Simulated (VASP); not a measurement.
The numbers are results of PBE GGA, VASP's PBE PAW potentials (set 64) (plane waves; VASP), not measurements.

The input files of a VASP run:

INCAR:
```
! general
SYSTEM  = BeCd3Se4
PREC    = Accurate
ENCUT   = 400
LREAL   = .False.
LASPH   = .True.
ICHARG  = 11

! electronic loop
EDIFF   = 1E-6
NELM    = 100
ALGO    = Normal
LMAXMIX = 4

! smearing
ISMEAR  = 0
SIGMA   = 0.05

! functional
GGA     = PE

! output
LWAVE   = .False.
LCHARG  = .False.
```

POSCAR:
```
BeCd3Se4
1
    5.9283674980     0.0000000000    -0.0000000000
   -0.0000000000     5.9283674980     0.0000000000
   -0.0000000000     0.0000000000     5.9283674980
Cd Se Be
3 4 1
Direct
  1.0000000000   1.0000000000   0.0000000000
  0.5000000000   0.5000000000   0.0000000000
  0.5000000000   1.0000000000   0.5000000000
  0.2228772364   0.2771227636   0.2771227636
  0.7771227636   0.7228772364   0.2771227636
  0.7771227636   0.2771227636   0.7228772364
  0.2228772364   0.7228772364   0.7228772364
  1.0000000000   0.5000000000   0.5000000000
```

File KPOINTS:
```
k-points along high-symmetry lines
15
Line-mode
Reciprocal
  0.000000   0.000000   0.000000 ! GAMMA
  0.000000   0.500000   0.000000 ! X

  0.000000   0.500000   0.000000 ! X
  0.500000   0.500000   0.000000 ! M

  0.500000   0.500000   0.000000 ! M
  0.000000   0.000000   0.000000 ! GAMMA

  0.000000   0.000000   0.000000 ! GAMMA
  0.500000   0.500000   0.500000 ! R

  0.500000   0.500000   0.500000 ! R
  0.000000   0.500000   0.000000 ! X

  0.500000   0.500000   0.500000 ! R
  0.500000   0.500000   0.000000 ! M
```

POTCAR, in this order: Cd Se Be (PBE.64 set). Program: vasp_std. Read from the step before: CHGCAR.

Output

OSZICAR:
```
       N       E                     dE             d eps       ncg     rms          rms(c)
DAV:   1     0.356729738596E+03    0.35673E+03   -0.25407E+04  6708   0.121E+03
DAV:   2    -0.150510872103E+01   -0.35823E+03   -0.34852E+03  7726   0.315E+02
DAV:   3    -0.238158816408E+02   -0.22311E+02   -0.22094E+02  7893   0.777E+01
DAV:   4    -0.241200626356E+02   -0.30418E+00   -0.30375E+00  7640   0.831E+00
DAV:   5    -0.241243663408E+02   -0.43037E-02   -0.43029E-02  7940   0.843E-01
DAV:   6    -0.241244460387E+02   -0.79698E-04   -0.79696E-04  7791   0.960E-02
DAV:   7    -0.241244475175E+02   -0.14788E-05   -0.14787E-05  7266   0.124E-02
DAV:   8    -0.241244475470E+02   -0.29523E-07   -0.29525E-07  5413   0.189E-03
   1 F= -.24124448E+02 E0= -.24124448E+02  d E =-.380068E-12
```

### OUTCAR
```
 val. band max:        1.0567320951   @ k =   0.0714   0.0714   0.0000

 cond. band min:       2.1384931162   @ k =   0.0000   0.0000   0.0000



 k-point     1 :       0.0000    0.0000    0.0000
  band No.  band energies     occupation
      1     -11.5116      2.00000
      2     -10.7510      2.00000
      3     -10.7510      2.00000
      4     -10.7510      2.00000
      5      -6.6276      2.00000
      6      -6.6276      2.00000
      7      -6.6276      2.00000
      8      -6.5319      2.00000
      9      -6.4870      2.00000
     10      -6.4870      2.00000
     11      -6.4197      2.00000
     12      -6.4197      2.00000
     13      -6.4197      2.00000
     14      -6.3686      2.00000
     15      -6.3686      2.00000
     16      -6.2762      2.00000
     17      -6.2333      2.00000
     18      -6.2333      2.00000
     19      -6.2333      2.00000
     20      -3.4036      2.00000
     21      -2.7328      2.00000
     22      -2.7328      2.00000
     23      -1.0575      2.00000
     24      -1.0575      2.00000
     25      -1.0575      2.00000
     26      -0.4679      2.00000
     27      -0.4679      2.00000
     28      -0.4679      2.00000
     29       1.0565      2.00000
     30       1.0565      2.00000
     31       1.0565      2.00000
     32       2.1385      0.00000
     33       4.3352      0.00000
     34       4.3352      0.00000
     35       4.3352      0.00000
     36       4.3838      0.00000
     37       4.3838      0.00000

 k-point     2 :       0.0000    0.0357    0.0000
  band No.  band energies     occupation
      1     -11.5097      2.00000
      2     -10.7532      2.00000
      3     -10.7510      2.00000
      4     -10.7510      2.00000
      5      -6.6282      2.00000
      6      -6.6273      2.00000
      7      -6.6273      2.00000
      8      -6.5307      2.00000
      9      -6.4876      2.00000
     10      -6.4867      2.00000
     11      -6.4208      2.00000
     12      -6.4208      2.00000
...
```

The density is held fixed in this step, so its total energy and stress have no physical meaning.

The structure was generated: BeCd3Se4 was put into an ordered model structure (P-43m), which need not be its known phase. It was relaxed first, which changed the volume by +6 %.
